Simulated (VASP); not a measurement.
Input for VASP

### KPOINTS
```
k-points along high-symmetry lines
5
Line-mode
Reciprocal
  0.000000   0.000000   0.000000 ! GAMMA
  0.000000   0.500000   0.000000 ! X

  0.000000   0.500000   0.000000 ! X
  0.500000   0.500000   0.000000 ! M

  0.500000   0.500000   0.000000 ! M
  0.000000   0.000000   0.000000 ! GAMMA

  0.000000   0.000000   0.000000 ! GAMMA
  0.000000   0.000000   0.500000 ! Z

  0.000000   0.000000   0.500000 ! Z
  0.000000   0.500000   0.500000 ! R

  0.000000   0.500000   0.500000 ! R
  0.500000   0.500000   0.500000 ! A

  0.500000   0.500000   0.500000 ! A
  0.000000   0.000000   0.500000 ! Z

  0.000000   0.500000   0.000000 ! X
  0.000000   0.500000   0.500000 ! R

  0.500000   0.500000   0.000000 ! M
  0.500000   0.500000   0.500000 ! A
```

POSCAR:
```
PbO
1
    3.9800000000     0.0000000000     0.0000000000
    0.0000000000     3.9800000000     0.0000000000
    0.0000000000     0.0000000000     5.0200000000
Pb O
2 2
Direct
  0.5000000000   0.0000000000   0.7650000000
  0.0000000000   0.5000000000   0.2350000000
  0.5000000000   0.5000000000   0.0000000000
  0.0000000000   0.0000000000   0.0000000000
```

**INCAR**
```
SYSTEM = PbO
PREC = Accurate
ENCUT = 520
EDIFF = 1E-6
NELM = 100
ALGO = Normal
LREAL = .FALSE.
LASPH = .TRUE.
ISMEAR = 0
SIGMA = 0.05
GGA = PE
LMAXMIX = 4
LWAVE = .FALSE.
LCHARG = .FALSE.
ISIF = 2
```

POTCAR, in this order: Pb_d O (PBE.64 set). Program: vasp_std.

The resulting files:

standard output:
```
 POSCAR found type information on POSCAR PbO
 POSCAR found :  2 types and       4 ions
 Reading from existing POTCAR
 Reading from existing POTCAR
 LDA part: xc-table for (Slater+PW92), standard interpolation
 POSCAR, INCAR and KPOINTS ok, starting setup
 WAVECAR not read
 entering main loop
       N       E                     dE             d eps       ncg     rms          rms(c)
DAV:   1     0.459349016682E+03    0.45935E+03   -0.20354E+04  2160   0.198E+03
DAV:   2     0.350827991222E+02   -0.42427E+03   -0.41672E+03  2272   0.500E+02
DAV:   3    -0.239473744701E+02   -0.59030E+02   -0.57230E+02  2992   0.195E+02
DAV:   4    -0.258029779930E+02   -0.18556E+01   -0.18547E+01  2360   0.387E+01
DAV:   5    -0.258621941645E+02   -0.59216E-01   -0.59206E-01  3072   0.666E+00    0.125E+01
DAV:   6    -0.211205603683E+02    0.47416E+01   -0.34805E+01  3416   0.464E+01    0.503E+00
DAV:   7    -0.210407043341E+02    0.79856E-01   -0.28722E+00  2648   0.127E+01    0.261E+00
DAV:   8    -0.210650352953E+02   -0.24331E-01   -0.10437E+00  3208   0.784E+00    0.165E+00
DAV:   9    -0.210100285180E+02    0.55007E-01   -0.30468E-01  3304   0.489E+00    0.287E-01
DAV:  10    -0.210129899247E+02   -0.29614E-02   -0.24635E-02  2640   0.998E-01    0.103E-01
DAV:  11    -0.210130333078E+02   -0.43383E-04   -0.42446E-03  3440   0.556E-01    0.778E-02
DAV:  12    -0.210129973703E+02    0.35938E-04   -0.40493E-04  2896   0.205E-01    0.565E-02
DAV:  13    -0.210129634799E+02    0.33890E-04   -0.33979E-04  3496   0.159E-01    0.991E-03
DAV:  14    -0.210129613256E+02    0.21543E-05   -0.38866E-05  3016   0.549E-02    0.473E-03
DAV:  15    -0.210129615805E+02   -0.25496E-06   -0.23843E-06  2000   0.165E-02
   1 F= -.21012962E+02 E0= -.21012962E+02  d E =-.145418E-12
```

File OUTCAR:
```
------------------------ aborting loop because EDIFF is reached ----------------------------------------
  FORCE on cell =-STRESS in cart. coord.  units (eV):
  Direction    XX          YY          ZZ          XY          YZ          ZX
  --------------------------------------------------------------------------------------
  Total        3.3730002      3.3730002      1.6773585      0.0000000      0.0000000      0.0000000
  in kB       67.9605818     67.9605818     33.7961028      0.0000000      0.0000000      0.0000000
  external PRESSURE =      56.5724221 kB  Pullay stress =       0.0000000 kB
  volume of cell :       79.52
      direct lattice vectors                 reciprocal lattice vectors
     3.980000000  0.000000000  0.000000000     0.251256281  0.000000000  0.000000000
     0.000000000  3.980000000  0.000000000     0.000000000  0.251256281  0.000000000
     0.000000000  0.000000000  5.020000000     0.000000000  0.000000000  0.199203187
 POSITION                                       TOTAL-FORCE (eV/Angst)
 -----------------------------------------------------------------------------------
      1.99000      0.00000      3.84030         0.000000      0.000000     -0.256118
      0.00000      1.99000      1.17970        -0.000000      0.000000      0.256118
      1.99000      1.99000      0.00000        -0.000000      0.000000      0.000000
      0.00000      0.00000      0.00000        -0.000000     -0.000000      0.000000
 -----------------------------------------------------------------------------------
    total drift:                                0.000000      0.000000      0.000000
  FREE ENERGIE OF THE ION-ELECTRON SYSTEM (eV)
  ---------------------------------------------------
  free  energy   TOTEN  =       -21.0129615805 eV

  energy  without entropy=      -21.0129615805  energy(sigma->0) =      -21.01296158
```
(Selected blocks of OUTCAR.)

**Question.** The run ends quietly. Is anything wrong with it?

**Answer.** The cause: a line-mode KPOINTS file was used for a self-consistent run. The run ends without an error. Against the sound run, the energy per atom (σ→0) rises by 0.100 eV/atom; the pressure goes up by 0.91 GPa; the largest force falls by 0.217 eV/Å. To mend it, correct KPOINTS.
KPOINTS:
```
Automatic mesh
0
Gamma
4 4 4
0 0 0
```
The mended run (PBE GGA, plane waves, VASP's PBE PAW potentials (set 64)) converges, and its OSZICAR ends with
```
   1 F= -.21412174E+02 E0= -.21412174E+02  d E =-.168844E-12
```

The compound is PbO in the litharge structure. The cell was not relaxed at this level.
